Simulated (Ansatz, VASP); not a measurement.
**Ta3Sb (Ta3Sb (Pm-3n)) in two plane-wave programs**

Aim: how closely do two programs agree when they are given the same cell, functional and k mesh? The cell is taken from a series of runs on this material, whose earlier steps may have relaxed, scaled, displaced or heated it; both programs get it as it stands.

Method: plane waves, with VASP 6.6.1 beside it; r2SCAN, in Ansatz 0.2.0.

### Step 1. The starting structure

The structure is cubic, space group Pm-3n (No. 223). The conventional cell has a = 5.275 Å, b = 5.275 Å, c = 5.275 Å, α = 90.00°, β = 90.00°, γ = 90.00°. Nearest to Ta lie 2 Ta at 2.64 Å and 4 Sb at 2.95 Å. Sb has 12 Ta at 2.95 Å nearest. Farther neighbours are not listed.

Structure file:

```cif
data_structure
_symmetry_space_group_name_H-M 'Pm-3n'
_symmetry_Int_Tables_number 223
_cell_length_a 5.2751
_cell_length_b 5.2751
_cell_length_c 5.2751
_cell_angle_alpha 90.000
_cell_angle_beta 90.000
_cell_angle_gamma 90.000
_cell_volume 146.79
loop_
_atom_site_label
_atom_site_type_symbol
_atom_site_symmetry_multiplicity
_atom_site_Wyckoff_symbol
_atom_site_fract_x
_atom_site_fract_y
_atom_site_fract_z
_atom_site_occupancy
Ta1 Ta 6 c 0.25000 0.00000 0.50000 1
Sb1 Sb 2 a 0.00000 0.00000 0.00000 1
```

### Step 2. VASP: relaxation of cell and atoms, r2SCAN

The relaxed volume is the usual yardstick between codes: in a stiff, nearly cubic crystal its relative difference is about their pressure difference at one cell divided by the bulk modulus.

Lines of VASP's logs that name or quote its potential files are left out, and so is its time.

The input, INCAR:

```
SYSTEM = Ta3Sb
PREC = Accurate
ENCUT = 550
EDIFF = 1E-07
NELM = 120
ISMEAR = -1
SIGMA = 0.05
LREAL = .FALSE.
ALGO = Normal
METAGGA = R2SCAN
LASPH = .TRUE.
NBANDS = 47
LORBIT = 11
LWAVE = .FALSE.
LCHARG = .FALSE.
ISIF = 3
IBRION = 2
NSW = 80
EDIFFG = -0.005
GGA_COMPAT = .FALSE.
NELMIN = 4
LMIXTAU = .TRUE.
KPAR = 2
```

The input, POSCAR:

```
Ta3Sb
1.0
    5.2750980000      0.0000000000      0.0000000000
    0.0000000000      5.2750980000      0.0000000000
    0.0000000000      0.0000000000      5.2750980000
Ta Sb
6 2
Direct
    0.2500000000      0.0000000000      0.5000000000
    0.7500000000      0.0000000000      0.5000000000
    0.0000000000      0.5000000000      0.2500000000
    0.0000000000      0.5000000000      0.7500000000
    0.5000000000      0.7500000000      0.0000000000
    0.5000000000      0.2500000000      0.0000000000
    0.0000000000      0.0000000000      0.0000000000
    0.5000000000      0.5000000000      0.5000000000
```

The input, KPOINTS:

```
Automatic mesh
0
Gamma
8 8 8
0 0 0
```

The projector-augmented-wave data sets are Ta_pv and Sb (PBE family, release 64).

The run is started by

```sh
$ mpirun -np 2 vasp_std
```

Numbers of over 12 decimals in the logs are rounded to 6 here.

The program printed:

```text
[banner, memory and clock lines left out]
running    2 mpi-ranks, on    1 nodes
 distrk:  each k-point on    1 cores,    2 groups
 distr:  one band on    1 cores,    1 groups

 POSCAR found type information on POSCAR TaSb
 POSCAR found :  2 types and       8 ions
|                                                                             |
|               ----> ADVICE to this user running VASP <----                  |
|                                                                             |
|     You enforced a specific xc type in the INCAR file but a different       |
|     [... a line on the potential file left out ...]
|     I HOPE YOU KNOW WHAT YOU ARE DOING!                                     |
|                                                                             |

 LDA part: xc-table for (None), standard interpolation
 POSCAR, INCAR and KPOINTS ok, starting setup
 FFT: planning ... GRIDC
 FFT: planning ... GRID_SOFT
 FFT: planning ... GRID
 WAVECAR not read
 entering main loop
       N       E                     dE             d eps       ncg     rms          rms(c)
DAV:   1     0.531455444000E+03    0.53146E+03   -0.42542E+04  3290   0.174E+03
DAV:   2    -0.321295042540E+03   -0.85275E+03   -0.83402E+03  3623   0.498E+02
DAV:   3    -0.362942595420E+03   -0.41648E+02   -0.39941E+02  4113   0.955E+01
DAV:   4    -0.364194256705E+03   -0.12517E+01   -0.12393E+01  4068   0.159E+01
DAV:   5    -0.364229463640E+03   -0.35207E-01   -0.35164E-01  4345   0.257E+00    0.355E+01
DAV:   6    -0.346261451008E+03    0.17968E+02   -0.59049E+00  3752   0.182E+01    0.162E+01
DAV:   7    -0.337857636663E+03    0.84038E+01   -0.57063E+00  3744   0.110E+01    0.207E+00
DAV:   8    -0.346078114030E+03   -0.82205E+01   -0.39324E+00  3577   0.941E+00    0.360E+00
DAV:   9    -0.344398759582E+03    0.16794E+01   -0.31854E-01  3767   0.394E+00    0.153E+00
DAV:  10    -0.344154589861E+03    0.24417E+00   -0.29518E-02  3975   0.878E-01    0.833E-01
DAV:  11    -0.344145865197E+03    0.87247E-02   -0.87280E-02  3668   0.225E+00    0.565E-01
DAV:  12    -0.344081440359E+03    0.64425E-01   -0.24647E-02  3731   0.127E+00    0.260E-01
DAV:  13    -0.344129287310E+03   -0.47847E-01   -0.15791E-02  3682   0.939E-01    0.111E-01
DAV:  14    -0.344130495191E+03   -0.12079E-02   -0.11660E-02  3661   0.703E-01    0.894E-02
DAV:  15    -0.344130186892E+03    0.30830E-03   -0.54583E-04  3847   0.128E-01    0.755E-02
DAV:  16    -0.344130170873E+03    0.16019E-04   -0.24153E-03  3661   0.335E-01    0.535E-02
DAV:  17    -0.344130696066E+03   -0.52519E-03   -0.76383E-04  3682   0.184E-01    0.171E-02
DAV:  18    -0.344130688792E+03    0.72746E-05   -0.27499E-05  4070   0.330E-02    0.126E-02
DAV:  19    -0.344130692716E+03   -0.39243E-05   -0.31695E-06  3831   0.928E-03    0.601E-03
DAV:  20    -0.344130702321E+03   -0.96044E-05   -0.36160E-06  3731   0.126E-02    0.183E-03
DAV:  21    -0.344130701931E+03    0.38924E-06   -0.52371E-07  3216   0.457E-03    0.638E-04
DAV:  22    -0.344130702181E+03   -0.25009E-06   -0.10447E-07  2296   0.289E-03    0.127E-03
DAV:  23    -0.344130702045E+03    0.13639E-06   -0.43205E-08  2254   0.132E-03    0.492E-04
DAV:  24    -0.344130702052E+03   -0.74087E-08   -0.24323E-08  2212   0.110E-03
   1 F= -.34413070E+03 E0= -.34411817E+03  d E =-.344131E+03
 curvature:   0.00 expect dE= 0.000E+00 dE for cont linesearch  0.000E+00
 trial: gam= 0.00000 g(F)=  0.552E-49 g(S)=  0.561E-04 ort = 0.000E+00 (trialstep = 0.100E+01)
 search vector abs. value=  0.561E-04
 bond charge predicted
       N       E                     dE             d eps       ncg     rms          rms(c)
DAV:   1    -0.344131018193E+03   -0.31615E-03   -0.13008E-02  3497   0.831E-01    0.167E-01
DAV:   2    -0.344130731514E+03    0.28668E-03   -0.59799E-04  3507   0.145E-01    0.658E-02
DAV:   3    -0.344130660474E+03    0.71040E-04   -0.28645E-04  3901   0.945E-02    0.227E-02
DAV:   4    -0.344130651388E+03    0.90853E-05   -0.34424E-05  3690   0.296E-02    0.863E-03
DAV:   5    -0.344130648553E+03    0.28354E-05   -0.19072E-05  3703   0.306E-02    0.734E-03
DAV:   6    -0.344130655024E+03   -0.64710E-05   -0.12506E-05  3669   0.219E-02    0.320E-03
DAV:   7    -0.344130656161E+03   -0.11367E-05   -0.13481E-06  3802   0.738E-03    0.140E-03
DAV:   8    -0.344130656309E+03   -0.14811E-06   -0.11932E-07  2331   0.221E-03    0.318E-04
DAV:   9    -0.344130656404E+03   -0.94795E-07   -0.32816E-08  2177   0.103E-03
   2 F= -.34413066E+03 E0= -.34411811E+03  d E =0.456488E-04
 trial-energy change:    0.000046  1 .order    0.000036   -0.000056    0.000129
 step:   0.2475(harm=  0.3031)  dis= 0.00000  next Energy=  -344.130709 (dE=-0.680E-05)
 bond charge predicted
       N       E                     dE             d eps       ncg     rms          rms(c)
DAV:   1    -0.344130898248E+03   -0.24194E-03   -0.73636E-03  3454   0.625E-01    0.126E-01
DAV:   2    -0.344130737640E+03    0.16061E-03   -0.33912E-04  3451   0.109E-01    0.496E-02
DAV:   3    -0.344130703823E+03    0.33817E-04   -0.16237E-04  3903   0.712E-02    0.171E-02
DAV:   4    -0.344130701538E+03    0.22854E-05   -0.19713E-05  3697   0.224E-02    0.645E-03
DAV:   5    -0.344130701718E+03   -0.18042E-06   -0.10869E-05  3654   0.231E-02    0.551E-03
DAV:   6    -0.344130707174E+03   -0.54555E-05   -0.70619E-06  3627   0.165E-02    0.236E-03
DAV:   7    -0.344130708174E+03   -0.10008E-05   -0.80484E-07  3727   0.574E-03    0.104E-03
DAV:   8    -0.344130708119E+03    0.54995E-07   -0.70623E-08  2156   0.174E-03
   3 F= -.34413071E+03 E0= -.34411817E+03  d E =-.606701E-05
 curvature:  -0.15 expect dE=-0.320E-06 dE for cont linesearch -0.320E-06
 trial: gam=-0.15674 g(F)=  0.277E-50 g(S)=  0.212E-05 ort = 0.109E-04 (trialstep = 0.849E+00)
 search vector abs. value=  0.806E-07
 reached required accuracy - stopping structural energy minimisation
```

Parts of OUTCAR (step 2):

```text
ion  position               nearest neighbor table
   1  0.250  0.000  0.500-   2 2.64   2 2.64   8 2.95   7 2.95   8 2.95   7 2.95   3 3.23   4 3.23
                             4 3.23   3 3.23   6 3.23   5 3.23   6 3.23   5 3.23
   2  0.750  0.000  0.500-   1 2.64   1 2.64   8 2.95   7 2.95   8 2.95   7 2.95   3 3.23   4 3.23
                             4 3.23   3 3.23   6 3.23   5 3.23   6 3.23   5 3.23
   3  0.000  0.500  0.250-   4 2.64   4 2.64   8 2.95   7 2.95   7 2.95   8 2.95   1 3.23   5 3.23
                             1 3.23   2 3.23   6 3.23   5 3.23   6 3.23   2 3.23
   4  0.000  0.500  0.750-   3 2.64   3 2.64   8 2.95   7 2.95   7 2.95   8 2.95   1 3.23   5 3.23
                             1 3.23   2 3.23   6 3.23   5 3.23   6 3.23   2 3.23
   5  0.500  0.750  0.000-   6 2.64   6 2.64   8 2.95   8 2.95   7 2.95   7 2.95   3 3.23   3 3.23
                             4 3.23   4 3.23   1 3.23   1 3.23   2 3.23   2 3.23
   6  0.500  0.250  0.000-   5 2.64   5 2.64   8 2.95   8 2.95   7 2.95   7 2.95   3 3.23   3 3.23
                             4 3.23   4 3.23   1 3.23   1 3.23   2 3.23   2 3.23
   7  0.000  0.000  0.000-   1 2.95   2 2.95   3 2.95   4 2.95   5 2.95   6 2.95   1 2.95   2 2.95
                             3 2.95   4 2.95   5 2.95   6 2.95
   8  0.500  0.500  0.500-   1 2.95   2 2.95   3 2.95   4 2.95   5 2.95   6 2.95   5 2.95   6 2.95
                             1 2.95   2 2.95   3 2.95   4 2.95

  LATTYP: Found a simple cubic cell.
 ALAT       =     5.2750980000

 Subroutine GETGRP returns: Found 48 space group operations
 (whereof 24 operations were pure point group operations)

The static configuration has the point symmetry T_h .
 The point group associated with its full space group is O_h .

 Found     35 irreducible k-points:

   k-points           NKPTS =     35   k-points in BZ     NKDIM =     35   number of bands    NBANDS=     47

   dimension x,y,z NGX =    40 NGY =   40 NGZ =   40
   dimension x,y,z NGXF=    80 NGYF=   80 NGZF=   80

   ENCUT  =  550.0 eV  40.42 Ry    6.36 a.u.  10.09 10.09 10.09*2*pi/ulx,y,z

   NELECT =      76.0000    total number of electrons

 k-points in reciprocal lattice and weights: Automatic mesh
   0.00000000  0.00000000  0.00000000       0.002
   0.12500000  0.00000000  0.00000000       0.012
   0.25000000  0.00000000  0.00000000       0.012
   0.37500000  0.00000000  0.00000000       0.012
   0.50000000  0.00000000  0.00000000       0.006
   0.12500000  0.12500000  0.00000000       0.023
   0.25000000  0.12500000  0.00000000       0.047
   0.37500000  0.12500000  0.00000000       0.047
   0.50000000  0.12500000  0.00000000       0.023
[...]
0.50000000  0.50000000  0.37500000       0.012
   0.50000000  0.50000000  0.50000000       0.002

 average (electrostatic) potential at core
       1 -40.2921       2 -40.2921       3 -40.2921       4 -40.2921       5 -40.2921
       6 -40.2921       7 -90.3269       8 -90.3269

 E-fermi :   7.7167

 k-point     1 :       0.0000    0.0000    0.0000
  band No.  band energies     occupation
    ...
     34       6.5695      2.00000
     35       6.5695      2.00000
     36       6.5695      2.00000
     37       7.4158      1.99514
     38       7.4158      1.99514
     39       8.0337      0.00352
     40      10.6601      0.00000
     41      10.6601      0.00000
     42      10.6956      0.00000
     43      10.6956      0.00000
    ...

 k-point     2 :       0.1250    0.0000    0.0000
  band No.  band energies     occupation
    ...
     34       6.5628      2.00000
     35       6.5628      2.00000
     36       6.5643      2.00000
     37       7.4254      1.99411
     38       7.4260      1.99404
     39       8.3000      0.00002
     40      10.0993      0.00000
     41      10.5722      0.00000
     42      10.5722      0.00000
     43      10.7369      0.00000
    ...

 k-point     3 :       0.2500    0.0000    0.0000
  band No.  band energies     occupation
    ...
     34       6.4845      2.00000
     35       6.4845      2.00000
     36       6.5401      2.00000
     37       7.3392      1.99895
     38       7.3690      1.99809
     39       9.0870      0.00000
     40       9.2698      0.00000
     41      10.2980      0.00000
     42      10.2980      0.00000
     43      10.6547      0.00000
    ...

  Total        0.0108359      0.0108359      0.0108359      0.0000000      0.0000000     -0.0000000
  in kB        0.1182426      0.1182426      0.1182426      0.0000000      0.0000000     -0.0000000
  external PRESSURE =       0.1182426 kB  Pullay stress =       0.0000000 kB

  energy-cutoff  :      550.00
  volume of cell :      146.82
      direct lattice vectors                 reciprocal lattice vectors
     5.275536273 -0.000000000  0.000000000     0.189554189  0.000000000  0.000000000
    -0.000000000  5.275536273 -0.000000000     0.000000000  0.189554189  0.000000000
    -0.000000000 -0.000000000  5.275536273    -0.000000000  0.000000000  0.189554189

 POSITION                                       TOTAL-FORCE (eV/Angst)
 -----------------------------------------------------------------------------------
      1.31888     -0.00000      2.63777         0.000000      0.000000     -0.000000
      3.95665     -0.00000      2.63777        -0.000000     -0.000000      0.000000
      5.27554      2.63777      1.31888         0.000000     -0.000000      0.000000
     -0.00000      2.63777      3.95665        -0.000000      0.000000     -0.000000
      2.63777      3.95665      0.00000         0.000000     -0.000000     -0.000000
      2.63777      1.31888      0.00000        -0.000000     -0.000000      0.000000
      5.27554     -0.00000      0.00000        -0.000000     -0.000000     -0.000000
      2.63777      2.63777      2.63777        -0.000000     -0.000000     -0.000000
 -----------------------------------------------------------------------------------
    total drift:                               -0.000000     -0.000000      0.000000

  FREE ENERGIE OF THE ION-ELECTRON SYSTEM (eV)
  ---------------------------------------------------
  free  energy   TOTEN  =      -344.1307081194 eV

  energy  without entropy=     -344.1056304692  energy(sigma->0) =     -344.11816929

 reached required accuracy - stopping structural energy minimisation

 total charge
# of ion       s       p       d       tot
------------------------------------------
    1        0.330   6.167   2.440   8.937
    2        0.330   6.167   2.440   8.937
    3        0.330   6.167   2.440   8.937
    4        0.330   6.167   2.440   8.937
    5        0.330   6.167   2.440   8.937
    6        0.330   6.167   2.440   8.937
    7        1.022   1.367   0.128   2.517
    8        1.022   1.367   0.128   2.517
--------------------------------------------------
tot          4.026  39.737  14.893  58.656

[... 3 further parts left out ...]
```

CONTCAR:

```
Ta3Sb
   1.00000000000000
     5.2755362733407134   -0.0000000000000000    0.0000000000000000
    -0.0000000000000000    5.2755362733407134   -0.0000000000000000
    -0.0000000000000000   -0.0000000000000000    5.2755362733407134
  Ta              Sb
     6     2
Direct
     0.2500000000000000    0.0000000000000000    0.5000000000000000
     0.7500000000000000    0.0000000000000000    0.5000000000000000
     1.0000000000000000    0.5000000000000000    0.2500000000000000
     0.0000000000000000    0.5000000000000000    0.7500000000000000
     0.5000000000000000    0.7500000000000000    0.0000000000000000
     0.5000000000000000    0.2500000000000000    0.0000000000000000
     1.0000000000000000    0.0000000000000000    0.0000000000000000
     0.5000000000000000    0.5000000000000000    0.5000000000000000
```

[end of part 1 of 2]

[Lines on the potential files, build, host, timing and source positions are cut from VASP's logs without a mark.]

[Logs are printed without paths, hosts, clocks, repeated set-up lines and the standing remarks that a program may print on its own settings, such as how far it seeks lower states.]

[Hosts, paths, dates, database ids (printed as entryN), source tags and the programs' standing remarks are cut or masked in the printed files.]
